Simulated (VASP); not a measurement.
A run of VASP 6.6.1:

Contents of INCAR:

```
ALGO     = Normal         # electronic algorithm
EDIFF    = 1E-6           # SCF threshold, eV
ENCUT    = 400            # plane-wave cutoff, eV
GGA      = RP             # functional
ISIF     = 2              # what is computed and relaxed
ISMEAR   = 0              # smearing method
ISYM     = 0            
LASPH    = T              # aspherical terms in the spheres
LCHARG   = F              # write CHGCAR
LREAL    = F              # projectors in reciprocal space
LWAVE    = F              # write WAVECAR
NELM     = 100            # most SCF steps
PREC     = Accurate       # precision mode
SIGMA    = 0.01           # smearing width, eV
```

KPOINTS

```
k-points
0
Gamma
  1 1 1
```

The input POSCAR:

```
CO                                      
1.0
   11.4664208122      0.0000000000      0.0000000000
    0.0000000000     11.9664208122      0.0000000000
    0.0000000000      0.0000000000     12.4664208122
  C               O             
     1     1
Selective dynamics
Direct
     0.5219830802999965    0.5161969978000016    0.4612390425999990   F   F   F
     0.4773768660984496    0.4918125282876026    0.5398882485923223   T   T   T
```

Potentials or basis: VASP PAW PBE potentials, release 64 (C, O).

Run with:

```bash
$ cat potpaw_PBE.64/C/POTCAR potpaw_PBE.64/O/POTCAR > POTCAR
$ mpirun -np 1 vasp_gam > vasp.out
```

Hardware: 1 thread of Intel(R) Xeon(R) 6975P-C (Granite Rapids), with other jobs on the host.

How long does it take, and how much memory?

It took 42 s on 1 thread of Intel(R) Xeon(R) 6975P-C (Granite Rapids) (shared host), peak memory 0.9 GiB. Counts: scf iterations 21, k points 1.
